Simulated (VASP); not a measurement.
Wanted: the native input for a VASP 6.6.1 run.

```
Task                   : single point
Functional             : PBE
Potentials or basis    : VASP PAW PBE potentials, release 64 (Cd, Hg, S)
Cutoff                 : 520 eV
k mesh                 : 15 × 15 × 6
Occupations            : gaussian, width 0.1 eV
Spin                   : no spin polarisation
Dipole correction      : no
Further INCAR settings : ALGO = Fast; EDIFF = 1e-06; NBANDS = 26
```

The structure of CdHgS2 lies in POSCAR:

```
CdHgS2
1.0
    4.0518327660      0.0000000000      0.0000000000
   -2.0259163830      3.5089901073      0.0000000000
    0.0000000000      0.0000000000      7.6300523152
Cd Hg S
1 1 2
Direct
    0.3333333333      0.6666666667      0.0000000000
    0.0000000000      0.0000000000      0.5000000000
    0.0000000000      0.0000000000      0.8068753163
    0.0000000000      0.0000000000      0.1931246837
```

The cell was built by a generator and needn't be a form met in nature.

The input as run:

INCAR

```
SYSTEM = CdHgS2
ALGO = Fast
EDIFF = 1E-6
ENCUT = 520
GGA = PE
ISIF = 2
ISMEAR = 0
LASPH = .True.
LCHARG = .False.
LREAL = .False.
LWAVE = .False.
NBANDS = 26
NELM = 100
PREC = Accurate
SIGMA = 0.1
```

KPOINTS

```
k-points
0
Gamma
  15 15 6
  0 0 0
```

Potentials or basis: VASP PAW PBE potentials, release 64 (Cd, Hg, S).

Launch:

```bash
$ cat potpaw_PBE.64/Cd/POTCAR potpaw_PBE.64/Hg/POTCAR potpaw_PBE.64/S/POTCAR > POTCAR
$ mpirun -np 1 vasp_std > vasp.out
```

Results of the run:

| Property | Result |
| --- | --- |
| Pressure | 0.3 GPa |
| Largest force | 0.062 eV/Å |
| Band gap on the k mesh | 0.12 eV, direct |

Caveat: spin-orbit coupling is left out, which moves the levels of the heavy elements; an odd mesh through Γ misses points on the zone boundary, where band edges often lie.

It took 4.4 min on 1 thread of Intel(R) Xeon(R) Platinum 8259CL CPU @ 2.50GHz (Skylake/Cascade Lake), on a shared host, peak memory 0.45 GiB.
